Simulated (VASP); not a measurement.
# NbAl2N3 (Immm) in VASP: single point with r2SCAN

Aim: the single point of NbAl2N3 with r2SCAN.

All numbers are computed with VASP 6.6.1; they aren't measurements. Logs are shortened: lines on timing, memory, paths and dates and some standing lists are left out, and cuts for length are marked.

**1. The crystal as given**

It takes space group Immm (No. 71, orthorhombic). The conventional cell has a = 2.891 Å, b = 4.251 Å, c = 9.195 Å, α = 90.00°, β = 90.00°, γ = 90.00°. Al (site symmetry mm2) has 6 N at 1.97 to 2.13 Å as nearest neighbours. Around Nb (site symmetry mmm) lie 6 N at 2.13 to 2.24 Å. N (site symmetry mm2) is surrounded by 4 Al at 1.97 to 2.13 Å and 2 Nb at 2.24 Å. Around N (site symmetry mmm) lie 2 Nb at 2.13 Å and 4 Al at 2.13 Å.

The cell was built by a generator and needn't be a form met in nature.

**2. Single point, r2SCAN**

Contents of INCAR:

```
  ALGO = Normal
  EDIFF = 1E-6
  ENCUT = 520
  ISIF = 2
  ISMEAR = 0
  KPAR = 4
  LASPH = True
  LCHARG = False
  LMIXTAU = True
  LREAL = False
  LWAVE = False
  METAGGA = R2SCAN
  NBANDS = 26
  NELM = 150
  PREC = Accurate
  SIGMA = 0.1
```

Contents of KPOINTS:

```
k-points
0
Gamma
  12 12 12
```

Contents of POSCAR:

```
NbAl2N3
1.0
   -1.4456500000      2.1253000000      4.5974200000
    1.4456500000     -2.1253000000      4.5974200000
    1.4456500000      2.1253000000     -4.5974200000
Al Nb N
2 1 3
Direct
    0.1694340000      0.6694340000      0.5000000000
    0.8305660000      0.3305660000      0.5000000000
    0.5000000000      0.0000000000      0.5000000000
    0.3145710000      0.3145710000      0.0000000000
    0.6854290000      0.6854290000      0.0000000000
    0.0000000000      0.0000000000      0.0000000000
```

Potentials or basis: VASP PAW PBE potentials, release 64 (Al, Nb_sv, N).

On the command line:

```
> cat potpaw_PBE.64/Al/POTCAR potpaw_PBE.64/Nb_sv/POTCAR potpaw_PBE.64/N/POTCAR > POTCAR
> mpirun -np 4 vasp_std > vasp.out
```

OUTCAR:

```text
EDIFF = 1E-6
   ENCUT = 520
   ISIF = 2
   ISMEAR = 0
   LASPH = True
   LREAL = False
   METAGGA = R2SCAN
   NELM = 150
   PREC = Accurate

 ion  position               nearest neighbor table
   1  0.169  0.669  0.500-   4 1.97   4 1.97   6 2.13   6 2.13   5 2.13   5 2.13   2 2.97   2 2.97
                             2 2.97   2 2.97   3 3.01   3 3.01   3 3.01   3 3.01   3 3.04   2 3.12
   2  0.831  0.331  0.500-   5 1.97   5 1.97   6 2.13   6 2.13   4 2.13   4 2.13   1 2.97   1 2.97
                             1 2.97   1 2.97   3 3.01   3 3.01   3 3.01   3 3.01   3 3.04   1 3.12
   3  0.500  0.000  0.500-   6 2.13   6 2.13   5 2.24   5 2.24   4 2.24   4 2.24   1 3.01   2 3.01
                             2 3.01   1 3.01   2 3.01   1 3.01   1 3.01   2 3.01   2 3.04   1 3.04
   4  0.315  0.315  0.000-   1 1.97   1 1.97   2 2.13   2 2.13   3 2.24   3 2.24
   5  0.685  0.685  0.000-   2 1.97   2 1.97   1 2.13   1 2.13   3 2.24   3 2.24
   6  0.000  0.000  0.000-   3 2.13   3 2.13   1 2.13   1 2.13   2 2.13   2 2.13

  LATTYP: Found a body centered orthorhombic cell.
 ALAT       =     2.8913000000
 B/A-ratio  =     1.4701345416
 C/A-ratio  =     3.1801750078

  Lattice vectors:

 A1 = (  -1.4456500000,   2.1253000000,   4.5974200000)
 A2 = (   1.4456500000,  -2.1253000000,   4.5974200000)
 A3 = (   1.4456500000,   2.1253000000,  -4.5974200000)

Analysis of symmetry for initial positions (statically):
=====================================================================
 Subroutine PRICEL returns:
 Original cell was already a primitive cell.

 Routine SETGRP: Setting up the symmetry group for a
 body centered orthorhombic supercell.

 Subroutine GETGRP returns: Found  8 space group operations
 (whereof  8 operations were pure point group operations)
 out of a pool of  8 trial point group operations.

The static configuration has the point symmetry D_2h.

Analysis of symmetry for dynamics (positions and initial velocities):
=====================================================================
 Subroutine PRICEL returns:
 Original cell was already a primitive cell.

 Routine SETGRP: Setting up the symmetry group for a
 body centered orthorhombic supercell.

 Subroutine GETGRP returns: Found  8 space group operations
 (whereof  8 operations were pure point group operations)
 out of a pool of  8 trial point group operations.

The dynamic configuration has the point symmetry D_2h.

 Subroutine INISYM returns: Found  8 space group operations
 (whereof  8 operations are pure point group operations),
 and found     1 'primitive' translations

----------------------------------------------------------------------------------------

                                     Primitive cell

  volume of cell :      56.5012

  direct lattice vectors                    reciprocal lattice vectors
    -1.445650000  2.125300000  4.597420000     0.000000000  0.235260904  0.108756650
     1.445650000 -2.125300000  4.597420000     0.345865182  0.000000000  0.108756650
     1.445650000  2.125300000 -4.597420000     0.345865182  0.235260904  0.000000000

  length of vectors
     5.267169512  5.267169512  5.267169512     0.259182758  0.362561351  0.418294653

  position of ions in fractional coordinates (direct lattice)
     0.169434000  0.669434000  0.500000000
     0.830566000  0.330566000  0.500000000
     0.500000000  0.000000000  0.500000000
     0.314571000  0.314571000  0.000000000
     0.685429000  0.685429000  0.000000000
     0.000000000  0.000000000  0.000000000

  ion indices of the primitive-cell ions
   primitive index   ion index
                 1           1
                 2           2
                 3           3
                 4           4
                 5           5
                 6           6

----------------------------------------------------------------------------------------

 KPOINTS: k-points

Automatic generation of k-mesh.
 Grid dimensions read from file:
 generate k-points for:   12   12   12

 Generating k-lattice:

  Cartesian coordinates                     Fractional coordinates (reciprocal lattice)
     0.000000000  0.019605075  0.009063054     0.083333333  0.000000000 -0.000000000
     0.028822098  0.000000000  0.009063054     0.000000000  0.083333333 -0.000000000
     0.028822098  0.019605075  0.000000000     0.000000000  0.000000000  0.083333333

  Length of vectors
     0.021598563  0.030213446  0.034857888

  Shift w.r.t. Gamma in fractional coordinates (k-lattice)
     0.000000000  0.000000000  0.000000000

 Subroutine IBZKPT returns following result:
 ===========================================

 Found    280 irreducible k-points:

 Following reciprocal coordinates:
            Coordinates               Weight
  0.000000  0.000000  0.000000      1.000000
  0.083333 -0.000000  0.000000      4.000000
  0.166667  0.000000 -0.000000      4.000000
  0.250000 -0.000000  0.000000      4.000000
  0.333333 -0.000000  0.000000      4.000000
  0.416667 -0.000000  0.000000      4.000000
[... 16 lines left out ...]
  0.250000  0.166667  0.000000      8.000000
  0.333333  0.166667  0.000000      8.000000
 [... further k-points ...]
   k-points           NKPTS =    280   k-points in BZ     NKDIM =    280   number of bands    NBANDS=     26
   number of dos      NEDOS =    301   number of ions     NIONS =      6
   total plane-waves  NPLWV =  64000
   dimension x,y,z NGX =    40 NGY =   40 NGZ =   40
   dimension x,y,z NGXF=    80 NGYF=   80 NGZF=   80
   ions per type =               2   1   3
   NGX,Y,Z   is equivalent  to a cutoff of  12.63, 12.63, 12.63 a.u.
   NGXF,Y,Z  is equivalent  to a cutoff of  25.25, 25.25, 25.25 a.u.
 SYSTEM =  unknown system
   PREC   = accura    normal or accurate (medium, high low for compatibility)
   ISTART =      0    job   : 0-new  1-cont  2-samecut
   ICHARG =      2    charge: 1-file 2-atom 10-const
   ISPIN  =      1    spin polarized calculation?
   LNONCOLLINEAR =      F non collinear calculations
   LSORBIT =      F    spin-orbit coupling
   LASPH  =      T    aspherical Exc in radial PAW
   ENCUT  =  520.0 eV  38.22 Ry    6.18 a.u.   9.79  9.79  9.79*2*pi/ulx,y,z
   NELM   =    150;   NELMIN=  2; NELMDL= -5     # of ELM steps
   EDIFF  = 0.1E-05   stopping-criterion for ELM
   LREAL  =      F    real-space projection
   EDIFFG = 0.1E-04   stopping-criterion for IOM
   NSW    =      0    number of steps for IOM
   IBRION =     -1    ionic relax: 0-MD 1-quasi-New 2-CG
   NFREE  =      0    steps in history (QN), initial steepest desc. (CG)
   ISIF   =      2    stress and relaxation
   ISYM   =      2    0-nonsym 1-usesym 2-fastsym
   POTIM  = 0.5000    time-step for ionic-motion
   TEBEG  =    0.0;   TEEND  =   0.0 temperature during run
   PSTRESS=    0.0 pullay stress
   NELECT =      34.0000    total number of electrons
   NUPDOWN=      -1.0000    fix difference up-down
   EMIN   =  10.00;   EMAX   =-10.00  energy-range for DOS
   EFERMI =   0.00;   METHOD = LEGACY
   ISMEAR =     0;   SIGMA  =   0.10  broadening in eV -4-tet -1-fermi 0-gaus
   EFERMI_NEDOS =   21; number of points for ismear=-14 and -15
   IALGO  =     38    algorithm
   IMIX   =      4    mixing-type and parameters
     AMIX     =   0.40;   BMIX     =  1.00
     AMIX_MAG =   1.60;   BMIX_MAG =  1.00
  volume/ion in A,a.u.               =       9.42        63.55
  Fermi-wavevector in a.u.,A,eV,Ry     =   1.382129  2.611845 25.990949  1.910281
  Thomas-Fermi vector in A             =   2.506849
   LORBIT       =      0    0 simple, 1 ext, 2 COOP (PROOUT), +10 PAW based schemes
   METAGGA = R2SCAN    functional components
   LHFCALC =     F    Hartree Fock is set to
   AEXX    =    0.0000 exact exchange contribution
   IVDW    =     0    specifies the selected vdW correction
   LEPSILON=     F    determine dielectric tensor
   LRPA    =     F    only Hartree local field effects (RPA)
 non-spin polarized calculation
 Gauss-broadening in eV      SIGMA  =   0.10
  energy-cutoff  :      520.00
  volume of cell :       56.50
 maximum number of plane-waves:      1538
   NGX = 19   NGY = 19   NGZ = 19

 number of electron      33.9999999 magnetization

 Free energy of the ion-electron system (eV)
  ---------------------------------------------------
  ext. energy  EPLUGINS =         0.00000000
  ---------------------------------------------------
  free energy    TOTEN  =       -72.68880835 eV

  energy without entropy =      -72.68155267  energy(sigma->0) =      -72.68518051

 E-fermi :  12.4397     XC(G=0): -13.2337

 val. band max:       12.4227180666   @ k =   0.1667   0.1667   0.0833
 cond. band min:      12.4427033770   @ k =  -0.4167   0.4167   0.1667
 fundamental gap:      0.0199853105
 Fermi energy:        12.4396729107

 k-point     1 :       0.0000    0.0000    0.0000
  band No.  band energies     occupation
      1     -45.4717      2.00000
      2     -21.0705      2.00000
      3     -21.0048      2.00000
      4     -20.3349      2.00000
      5      -7.4288      2.00000
      6      -5.2282      2.00000
[... 18 lines left out ...]
     25      20.1831      0.00000
     26      20.2465      0.00000

 k-point     2 :       0.0833   -0.0000    0.0000
  band No.  band energies     occupation
      1     -45.4716      2.00000
      2     -21.0762      2.00000
      3     -21.0049      2.00000
      4     -20.3347      2.00000
      5      -7.3686      2.00000
      6      -5.2009      2.00000
[... 18 lines left out ...]
     25      20.0930      0.00000
     26      20.7937      0.00000

 k-point     3 :       0.1667    0.0000   -0.0000
  band No.  band energies     occupation
      1     -45.4714      2.00000
      2     -21.0915      2.00000
      3     -21.0051      2.00000
      4     -20.3343      2.00000
      5      -7.1930      2.00000
      6      -5.1276      2.00000
[... 572 lines left out ...]
 k-point    23 :       0.2500    0.1667    0.0000
  band No.  band energies     occupation
      1     -45.4450      2.00000
      2     -21.0834      2.00000
      3     -20.9621      2.00000
      4     -20.5901      2.00000
      5      -6.4383      2.00000
      6      -4.9393      2.00000
[... 18 lines left out ...]
     25      20.5778      0.00000
     26      21.2143      0.00000

 k-point    24 :       0.3333    0.1667    0.0000
  band No.  band energies     occupation
      1     -45.4447      2.00000
      2     -21.1032      2.00000
      3     -20.9618      2.00000
      4     -20.5892      2.00000
      5      -6.0849      2.00000
      6      -4.9588      2.00000
[... 18 lines left out ...]
     25      20.3496      0.00000
     26      20.7803      0.00000

 [... further k-points ...]

------------------------ aborting loop because EDIFF is reached ----------------------------------------

  FORCE on cell =-STRESS in cart. coord.  units (eV):
  Direction    XX          YY          ZZ          XY          YZ          ZX
  --------------------------------------------------------------------------------------
  -------------------------------------------------------------------------------------
  Total       -1.7710052     -1.6094151     -1.4511123     -0.0000000      0.0000000      0.0000000
  in kB      -50.2195538    -45.6374194    -41.1485020     -0.0000000      0.0000000      0.0000000
  external PRESSURE =     -45.6684918 kB  Pullay stress =       0.0000000 kB

 VOLUME and BASIS-vectors are now :
 -----------------------------------------------------------------------------
  energy-cutoff  :      520.00
  volume of cell :       56.50
      direct lattice vectors                 reciprocal lattice vectors
    -1.445650000  2.125300000  4.597420000     0.000000000  0.235260904  0.108756650
     1.445650000 -2.125300000  4.597420000     0.345865182  0.000000000  0.108756650
     1.445650000  2.125300000 -4.597420000     0.345865182  0.235260904  0.000000000

 POSITION                                       TOTAL-FORCE (eV/Angst)
 -----------------------------------------------------------------------------------
      1.44565      0.00000      1.55792         0.000000      0.000000      0.114054
      0.00000      2.12530      3.03950        -0.000000      0.000000     -0.114054
      0.00000      2.12530      0.00000         0.000000      0.000000     -0.000000
      0.00000      0.00000      2.89243         0.000000     -0.000000     -0.188767
      0.00000      0.00000      6.30241        -0.000000     -0.000000      0.188767
      0.00000      0.00000      0.00000         0.000000      0.000000      0.000000
 -----------------------------------------------------------------------------------
    total drift:                                0.000000     -0.000000      0.000000

  FREE ENERGIE OF THE ION-ELECTRON SYSTEM (eV)
  ---------------------------------------------------
  free  energy   TOTEN  =       -72.6888083544 eV

  energy  without entropy=      -72.6815526738  energy(sigma->0) =      -72.68518051
```

It took 5.9 min on 4 MPI ranks of Intel Xeon 6975P-C (Granite Rapids), shared host; peak memory 0.54 GiB.

Results:

```yaml
Free_energy: -72.6888 eV
Pressure: -4.6 GPa
Largest_force: 0.189 eV/Å
Band_gap_on_the_k_mesh: none (metal or under the smearing width)
```

Forces on the atoms (eV/Å):
```
Al   0.000  0.000  0.114
Al   0.000  0.000 -0.114
Nb   0.000  0.000  0.000
N    0.000  0.000 -0.189
N    0.000  0.000  0.189
N    0.000  0.000  0.000
```

Caveat: the PAW data sets were made with another functional, which shifts forces and pressure a little.
